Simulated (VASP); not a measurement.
# TaV (Cmmm) in VASP: reference runs

Reference runs on TaV: the cell as given and a disturbed copy.

Everything below comes from runs of VASP 6.6.1. Logs are shortened: lines on timing, memory, paths and dates and some standing lists are left out, and cuts for length are marked.

## Step 1: The structure

Symmetry: Cmmm, No. 65, orthorhombic system. Conventional cell: a = 3.213 Å, b = 4.616 Å, c = 4.341 Å, α = 90.00°, β = 90.00°, γ = 90.00°. Around Ta (site symmetry mmm) lie 4 V at 2.70 Å and 4 Ta at 2.81 Å. V (site symmetry mmm) is surrounded by 4 Ta at 2.70 Å and 4 V at 2.81 Å.

The cell comes from a database or a generator and needn't be the stable form of this composition.

## Step 2: Single point, PBE, collinear spin, ferromagnetic start

The input, INCAR:

```
SYSTEM = TaV
  ALGO = Normal
  EDIFF = 1E-7
  ENCUT = 520
  GGA = PE
  ISIF = 2
  ISMEAR = -1
  ISPIN = 2
  LASPH = .True.
  LCHARG = .True.
  LELF = .True.
  LMAXMIX = 4
  LORBIT = 11
  LREAL = .False.
  LVHAR = .True.
  LWAVE = .False.
  MAGMOM = 0 2
  NBANDS = 23
  NELM = 120
  PREC = Accurate
  SIGMA = 0.05
```

The input, KPOINTS:

```
k-points
0
Gamma
  10 10 6
  0 0 0
```

The input, POSCAR:

```
TaV
1.0
    1.6067000000     -2.3077750000      0.0000000000
    1.6067000000      2.3077750000      0.0000000000
    0.0000000000      0.0000000000      4.3413610000
Ta V
1 1
Direct
    0.0000000000      0.0000000000      0.0000000000
    0.5000000000      0.5000000000      0.5000000000
```

Potentials or basis: VASP PAW PBE potentials, release 64 (Ta_pv, V_sv).

Command:

```console
$ cat potpaw_PBE.64/Ta_pv/POTCAR potpaw_PBE.64/V_sv/POTCAR > POTCAR
$ mpirun -np 1 vasp_std > vasp.out
```

OUTCAR:

```text
SYSTEM = TaV
   EDIFF = 1E-7
   ENCUT = 520
   GGA = PE
   ISIF = 2
   ISMEAR = -1
   ISPIN = 2
   LASPH = .True.
   LORBIT = 11
   LREAL = .False.
   NELM = 120
   PREC = Accurate

 ion  position               nearest neighbor table
   1  0.000  0.000  0.000-   2 2.70   2 2.70   2 2.70   2 2.70   2 3.17   2 3.17   2 3.17   2 3.17

   2  0.500  0.500  0.500-   1 2.70   1 2.70   1 2.70   1 2.70   1 3.17   1 3.17   1 3.17   1 3.17

  LATTYP: Found a base centered orthorhombic cell.
 ALAT       =     3.2134000000
 B/A-ratio  =     1.4363446816
 C/A-ratio  =     1.3510179249

  Lattice vectors:

 A1 = (   1.6067000000,  -2.3077750000,   0.0000000000)
 A2 = (   1.6067000000,   2.3077750000,   0.0000000000)
 A3 = (   0.0000000000,   0.0000000000,   4.3413610000)

Analysis of symmetry for initial positions (statically):
=====================================================================
 Subroutine PRICEL returns:
 Original cell was already a primitive cell.

 Routine SETGRP: Setting up the symmetry group for a
 base centered orthorhombic supercell.

 Subroutine GETGRP returns: Found  8 space group operations
 (whereof  8 operations were pure point group operations)
 out of a pool of  8 trial point group operations.

The static configuration has the point symmetry D_2h.

Analysis of symmetry for dynamics (positions and initial velocities):
=====================================================================
 Subroutine PRICEL returns:
 Original cell was already a primitive cell.

 Routine SETGRP: Setting up the symmetry group for a
 base centered orthorhombic supercell.

 Subroutine GETGRP returns: Found  8 space group operations
 (whereof  8 operations were pure point group operations)
 out of a pool of  8 trial point group operations.

The dynamic configuration has the point symmetry D_2h.

Analysis of structural, dynamic, and magnetic symmetry:
=====================================================================
 Subroutine PRICEL returns:
 Original cell was already a primitive cell.

 Routine SETGRP: Setting up the symmetry group for a
 base centered orthorhombic supercell.

 Subroutine GETGRP returns: Found  8 space group operations
 (whereof  8 operations were pure point group operations)
 out of a pool of  8 trial point group operations.

The overall configuration has the point symmetry D_2h.

 Subroutine INISYM returns: Found  8 space group operations
 (whereof  8 operations are pure point group operations),
 and found     1 'primitive' translations

----------------------------------------------------------------------------------------

                                     Primitive cell

  volume of cell :      32.1947

  direct lattice vectors                    reciprocal lattice vectors
     1.606700000 -2.307775000  0.000000000     0.311196863 -0.216658903  0.000000000
     1.606700000  2.307775000  0.000000000     0.311196863  0.216658903  0.000000000
     0.000000000  0.000000000  4.341361000     0.000000000  0.000000000  0.230342512

  length of vectors
     2.811994015  2.811994015  4.341361000     0.379189356  0.379189356  0.230342512

  position of ions in fractional coordinates (direct lattice)
     0.000000000  0.000000000  0.000000000
     0.500000000  0.500000000  0.500000000

  ion indices of the primitive-cell ions
   primitive index   ion index
                 1           1
                 2           2

----------------------------------------------------------------------------------------

 KPOINTS: k-points

Automatic generation of k-mesh.
 Grid dimensions read from file:
 generate k-points for:   10   10    6

 Generating k-lattice:

  Cartesian coordinates                     Fractional coordinates (reciprocal lattice)
     0.031119686 -0.021665890  0.000000000     0.100000000 -0.000000000  0.000000000
     0.031119686  0.021665890  0.000000000    -0.000000000  0.100000000  0.000000000
     0.000000000  0.000000000  0.038390419     0.000000000  0.000000000  0.166666667

  Length of vectors
     0.037918936  0.037918936  0.038390419

  Shift w.r.t. Gamma in fractional coordinates (k-lattice)
     0.000000000  0.000000000  0.000000000

 Subroutine IBZKPT returns following result:
 ===========================================

 Found    124 irreducible k-points:

 Following reciprocal coordinates:
            Coordinates               Weight
  0.000000  0.000000  0.000000      1.000000
  0.100000  0.000000  0.000000      4.000000
  0.200000  0.000000  0.000000      4.000000
  0.300000  0.000000  0.000000      4.000000
  0.400000  0.000000  0.000000      4.000000
  0.500000  0.000000  0.000000      2.000000
[... 16 lines left out ...]
  0.300000  0.300000  0.000000      2.000000
  0.400000  0.300000  0.000000      4.000000
 [... further k-points ...]
   k-points           NKPTS =    124   k-points in BZ     NKDIM =    124   number of bands    NBANDS=     23
   number of dos      NEDOS =    301   number of ions     NIONS =      2
   total plane-waves  NPLWV =  18432
   dimension x,y,z NGX =    24 NGY =   24 NGZ =   32
   dimension x,y,z NGXF=    48 NGYF=   48 NGZF=   64
   ions per type =               1   1
   NGX,Y,Z   is equivalent  to a cutoff of  14.19, 14.19, 12.25 a.u.
   NGXF,Y,Z  is equivalent  to a cutoff of  28.38, 28.38, 24.51 a.u.
 SYSTEM =  TaV
   PREC   = accura    normal or accurate (medium, high low for compatibility)
   ISTART =      0    job   : 0-new  1-cont  2-samecut
   ICHARG =      2    charge: 1-file 2-atom 10-const
   ISPIN  =      2    spin polarized calculation?
   LNONCOLLINEAR =      F non collinear calculations
   LSORBIT =      F    spin-orbit coupling
   LASPH  =      T    aspherical Exc in radial PAW
   ENCUT  =  520.0 eV  38.22 Ry    6.18 a.u.   5.23  5.23  8.07*2*pi/ulx,y,z
   NELM   =    120;   NELMIN=  2; NELMDL= -5     # of ELM steps
   EDIFF  = 0.1E-06   stopping-criterion for ELM
   LREAL  =      F    real-space projection
   EDIFFG = 0.1E-05   stopping-criterion for IOM
   NSW    =      0    number of steps for IOM
   IBRION =     -1    ionic relax: 0-MD 1-quasi-New 2-CG
   NFREE  =      0    steps in history (QN), initial steepest desc. (CG)
   ISIF   =      2    stress and relaxation
   ISYM   =      2    0-nonsym 1-usesym 2-fastsym
   POTIM  = 0.5000    time-step for ionic-motion
   TEBEG  =    0.0;   TEEND  =   0.0 temperature during run
   PSTRESS=    0.0 pullay stress
   NELECT =      24.0000    total number of electrons
   NUPDOWN=      -1.0000    fix difference up-down
   EMIN   =  10.00;   EMAX   =-10.00  energy-range for DOS
   EFERMI =   0.00;   METHOD = LEGACY
   ISMEAR =    -1;   SIGMA  =   0.05  broadening in eV -4-tet -1-fermi 0-gaus
   EFERMI_NEDOS =   21; number of points for ismear=-14 and -15
   IALGO  =     38    algorithm
   IMIX   =      4    mixing-type and parameters
     AMIX     =   0.40;   BMIX     =  1.00
     AMIX_MAG =   1.60;   BMIX_MAG =  1.00
  volume/ion in A,a.u.               =      16.10       108.63
  Fermi-wavevector in a.u.,A,eV,Ry     =   1.484399  2.805107 29.979609  2.203439
  Thomas-Fermi vector in A             =   2.597940
   LORBIT       =     11    0 simple, 1 ext, 2 COOP (PROOUT), +10 PAW based schemes
   GGA     = PE    functional components
   LHFCALC =     F    Hartree Fock is set to
   AEXX    =    0.0000 exact exchange contribution
   IVDW    =     0    specifies the selected vdW correction
   LEPSILON=     F    determine dielectric tensor
   LRPA    =     F    only Hartree local field effects (RPA)
 spin polarized calculation
  energy-cutoff  :      520.00
  volume of cell :       32.19
 maximum number of plane-waves:       886
 NGX is ok and might be reduce to    24
   NGX = 11   NGY = 11   NGZ = 17

 number of electron      24.0000002 magnetization       0.0004333

 Free energy of the ion-electron system (eV)
  ---------------------------------------------------
  ext. energy  EPLUGINS =         0.00000000
  ---------------------------------------------------
  free energy    TOTEN  =       -20.64652612 eV

  energy without entropy =      -20.61647952  energy(sigma->0) =      -20.63150282

 E-fermi :   7.0749     XC(G=0): -12.6110

 val. band max:        7.0747055446   @ k =   0.4000   0.2000   0.3333
 cond. band min:       7.0762500674   @ k =  -0.4000   0.2000   0.5000
 fundamental gap:      0.0015445228
 Fermi energy:         7.0749253266

 spin component 1

 k-point     1 :       0.0000    0.0000    0.0000
  band No.  band energies     occupation
      1     -56.6752      1.00000
      2     -30.5462      1.00000
      3     -30.3872      1.00000
      4     -30.3398      1.00000
      5     -26.4634      1.00000
      6     -26.0400      1.00000
[... 15 lines left out ...]
     22      21.8621      0.00000
     23      24.0043      0.00000
[... 575 lines left out ...]
      1     -56.6202      1.00000
      2     -30.6400      1.00000
      3     -30.5354      1.00000
      4     -30.4453      1.00000
      5     -26.8274      1.00000
      6     -26.5335      1.00000
[... 15 lines left out ...]
     22      20.7117      0.00000
     23      21.7166      0.00000

 [... further k-points ...]

 spin component 2

 k-point     1 :       0.0000    0.0000    0.0000
  band No.  band energies     occupation
      1     -56.6749      1.00000
      2     -30.5459      1.00000
      3     -30.3869      1.00000
      4     -30.3394      1.00000
      5     -26.4633      1.00000
      6     -26.0400      1.00000
[... 15 lines left out ...]
     22      21.8621      0.00000
     23      24.0044      0.00000
[... 575 lines left out ...]
      1     -56.6199      1.00000
      2     -30.6396      1.00000
      3     -30.5351      1.00000
      4     -30.4450      1.00000
      5     -26.8274      1.00000
      6     -26.5335      1.00000
[... 15 lines left out ...]
     22      20.7118      0.00000
     23      21.7166      0.00000

 [... further k-points ...]
[... 5 lines left out ...]
  --------------------------------------------------------------------------------------
  -------------------------------------------------------------------------------------
  Total        0.1303159     -0.0830111      0.0515562      0.0000000      0.0000000      0.0000000
  in kB        6.4852073     -4.1310694      2.5657066      0.0000000      0.0000000      0.0000000
  external PRESSURE =       1.6399482 kB  Pullay stress =       0.0000000 kB

 VOLUME and BASIS-vectors are now :
 -----------------------------------------------------------------------------
  energy-cutoff  :      520.00
  volume of cell :       32.19
      direct lattice vectors                 reciprocal lattice vectors
     1.606700000 -2.307775000  0.000000000     0.311196863 -0.216658903  0.000000000
     1.606700000  2.307775000  0.000000000     0.311196863  0.216658903  0.000000000
     0.000000000  0.000000000  4.341361000     0.000000000  0.000000000  0.230342512

 POSITION                                       TOTAL-FORCE (eV/Angst)
 -----------------------------------------------------------------------------------
      0.00000      0.00000      0.00000         0.000000     -0.000000      0.000000
      1.60670      0.00000      2.17068         0.000000      0.000000      0.000000
 -----------------------------------------------------------------------------------
    total drift:                                0.000000      0.000000     -0.000000

  FREE ENERGIE OF THE ION-ELECTRON SYSTEM (eV)
  ---------------------------------------------------
  free  energy   TOTEN  =       -20.6465261161 eV

  energy  without entropy=      -20.6164795240  energy(sigma->0) =      -20.63150282

 total charge

# of ion       s       p       d       tot
------------------------------------------
    1        0.392   6.171   2.434   8.997
    2        2.307   6.202   3.024  11.532
--------------------------------------------------
tot          2.699  12.372   5.458  20.529

 magnetization (x)

# of ion       s       p       d       tot
------------------------------------------
    1       -0.000   0.000   0.000   0.000
    2        0.000   0.000   0.000   0.000
--------------------------------------------------
tot          0.000   0.000   0.000   0.000
```

Wall time 3.1 min (1 thread of Intel Xeon Platinum 8488C (Sapphire Rapids), shared host); peak memory 0.27 GiB.

Results:

```yaml
Free_energy: -20.6465 eV
Pressure: 0.2 GPa
Band_gap_on_the_k_mesh: none (metal or under the smearing width)
Net_moment: 0.00 μB per cell
Valence_electrons_inside_the_program's_atomic_spheres: Ta 9.00; V 11.53
```

Stress tensor (GPa, compression positive):
```
 0.65  0.00  0.00
 0.00 -0.41  0.00
 0.00  0.00  0.26
```

## Step 3: Single point, PBE, collinear spin, ferromagnetic start (atoms moved at random, drawn with an rms of 0.05 Å)

The input, INCAR:

```
SYSTEM = TaV
PREC = Accurate
ENCUT = 520
EDIFF = 1E-7
ISMEAR = -1
SIGMA = 0.05
LREAL = .FALSE.
LASPH = .TRUE.
NELM = 120
ALGO = Normal
ISIF = 2
LWAVE = .FALSE.
LCHARG = .TRUE.
ISPIN = 2
MAGMOM = 0 2
LORBIT = 11
LMAXMIX = 4
GGA = PE
LELF = .TRUE.
LVHAR = .TRUE.
NBANDS = 23
```

The input, KPOINTS:

```
regular mesh
0
G
  10 10 6
  0 0 0
```

The input, POSCAR:

```
TaV
1.0
    1.6067000000     -2.3077750000      0.0000000000
    1.6067000000      2.3077750000      0.0000000000
    0.0000000000      0.0000000000      4.3413610000
Ta V
1 1
Direct
    0.0064700000      0.0089080000      0.0011390000
    0.5033660000      0.4969110000      0.4959410000
```

Potentials or basis: VASP PAW PBE potentials, release 64 (Ta_pv, V_sv).

Command:

```console
$ cat potpaw_PBE.64/Ta_pv/POTCAR potpaw_PBE.64/V_sv/POTCAR > POTCAR
$ mpirun -np 1 vasp_std > vasp.out
```

OUTCAR:

```text
SYSTEM = TaV
   PREC = Accurate
   ENCUT = 520
   EDIFF = 1E-7
   ISMEAR = -1
   LREAL = .FALSE.
   LASPH = .TRUE.
   NELM = 120
   ISIF = 2
   ISPIN = 2
   LORBIT = 11
   GGA = PE

 ion  position               nearest neighbor table
   1  0.006  0.009  0.001-   2 2.67   2 2.70   2 2.70   2 2.73   2 3.14   2 3.17   2 3.17   2 3.20

   2  0.503  0.497  0.496-   1 2.67   1 2.70   1 2.70   1 2.73   1 3.14   1 3.17   1 3.17   1 3.20

  LATTYP: Found a base centered orthorhombic cell.
 ALAT       =     3.2134000000
 B/A-ratio  =     1.4363446816
 C/A-ratio  =     1.3510179249

  Lattice vectors:

 A1 = (   1.6067000000,  -2.3077750000,   0.0000000000)
 A2 = (   1.6067000000,   2.3077750000,   0.0000000000)
 A3 = (   0.0000000000,   0.0000000000,   4.3413610000)

Analysis of symmetry for initial positions (statically):
=====================================================================
 Subroutine PRICEL returns:
 Original cell was already a primitive cell.

 Routine SETGRP: Setting up the symmetry group for a
 base centered orthorhombic supercell.

[... 816 lines left out ...]
 spin component 2

 k-point     1 :       0.0000    0.0000    0.0000
  band No.  band energies     occupation
      1     -56.6741      1.00000
      2     -30.5456      1.00000
      3     -30.3864      1.00000
      4     -30.3387      1.00000
      5     -26.4628      1.00000
      6     -26.0400      1.00000
[... 613 lines left out ...]
     22      21.8603      0.00000
     23      23.7091      0.00000

 [... further k-points ...]
[... 5 lines left out ...]
  --------------------------------------------------------------------------------------
  -------------------------------------------------------------------------------------
  Total        0.1312125     -0.0804121      0.0705731     -0.0082698      0.0022202      0.0115408
  in kB        6.5298278     -4.0017295      3.5120914     -0.4115481      0.1104882      0.5743321
  external PRESSURE =       2.0133966 kB  Pullay stress =       0.0000000 kB

 VOLUME and BASIS-vectors are now :
 -----------------------------------------------------------------------------
  energy-cutoff  :      520.00
  volume of cell :       32.19
      direct lattice vectors                 reciprocal lattice vectors
     1.606700000 -2.307775000  0.000000000     0.311196863 -0.216658903  0.000000000
     1.606700000  2.307775000  0.000000000     0.311196863  0.216658903  0.000000000
     0.000000000  0.000000000  4.341361000     0.000000000  0.000000000  0.230342512

 POSITION                                       TOTAL-FORCE (eV/Angst)
 -----------------------------------------------------------------------------------
      0.02471      0.00563      0.00494        -0.173135     -0.045584     -0.090077
      1.60715     -0.01490      2.15306         0.173135      0.045584      0.090077
 -----------------------------------------------------------------------------------
    total drift:                               -0.000043      0.000005     -0.000369

  FREE ENERGIE OF THE ION-ELECTRON SYSTEM (eV)
  ---------------------------------------------------
  free  energy   TOTEN  =       -20.6429619622 eV

  energy  without entropy=      -20.6131871515  energy(sigma->0) =      -20.62807456

 total charge

# of ion       s       p       d       tot
------------------------------------------
    1        0.392   6.171   2.435   8.997
    2        2.307   6.201   3.025  11.533
--------------------------------------------------
tot          2.699  12.372   5.459  20.530

 magnetization (x)

# of ion       s       p       d       tot
------------------------------------------
    1       -0.000   0.000   0.000   0.000
    2        0.000   0.000   0.000   0.000
--------------------------------------------------
tot          0.000   0.000   0.000   0.000
```

OSZICAR:

```text
N       E                     dE             d eps       ncg     rms          rms(c)
DAV:   1     0.249191812912E+03    0.24919E+03   -0.13781E+04 28024   0.114E+03
DAV:   2    -0.157047631631E+02   -0.26490E+03   -0.25715E+03 30208   0.369E+02
DAV:   3    -0.226483926639E+02   -0.69436E+01   -0.68927E+01 32742   0.657E+01
[... 13 lines left out ...]
DAV:  17    -0.206429530913E+02   -0.25769E-04   -0.21770E-04 33043   0.466E-02    0.122E-02
DAV:  18    -0.206429605586E+02   -0.74673E-05   -0.78500E-05 32522   0.250E-02    0.583E-03
DAV:  19    -0.206429617974E+02   -0.12387E-05   -0.19754E-05 33101   0.136E-02    0.207E-03
DAV:  20    -0.206429619528E+02   -0.15540E-06   -0.24822E-07 29287   0.325E-03    0.870E-04
DAV:  21    -0.206429619622E+02   -0.94496E-08   -0.22683E-08 16077   0.529E-04
   1 F= -.20642962E+02 E0= -.20628075E+02  d E =-.297748E-01  mag=     0.0001
```

Wall time 7.4 min (1 thread of Intel Xeon Platinum 8488C (Sapphire Rapids), shared host); peak memory 0.43 GiB.

What came out:

* Free energy: -20.6430 eV
* Pressure: 0.2 GPa
* Largest force: 0.200 eV/Å
* Band gap on the k mesh: none (metal or under the smearing width)
* Net moment: 0.00 μB per cell
* Valence electrons inside the program's atomic spheres: Ta 9.00; V 11.53

Forces in eV/Å, atoms in the order of the input:
```
Ta  -0.173 -0.046 -0.090
V    0.173  0.046  0.090
```
